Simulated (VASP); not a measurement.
Given:

```xyz
2
Lattice="0.0000 2.8795 2.8795 2.8795 0.0000 2.8795 2.8795 2.8795 0.0000" Properties=species:S:1:pos:R:3 pbc="T T T"
Ge     0.0000     0.0000     0.0000
Ge     1.4397     1.4397     1.4397
```

Calculation: PBE GGA, VASP's PBE PAW potentials (set 64) (plane waves; VASP 6.6.1). Numerical set-up: 520 eV cut-off, Gaussian smearing of 0.050 eV, potentials Ge_d.

Problem. What does the run give for the band gap (along the path) with the smallest direct gap where there is one?

Solution. 
```
Property                                                     Result
-------------------------  ----------------------------------------
band gap (along the path)  none (metal, semimetal or under 0.01 eV)
```

Only differences to runs with the same potentials and settings are physical.

The compound is Ge in the diamond structure. It was relaxed first, which changed the volume by +5 %.
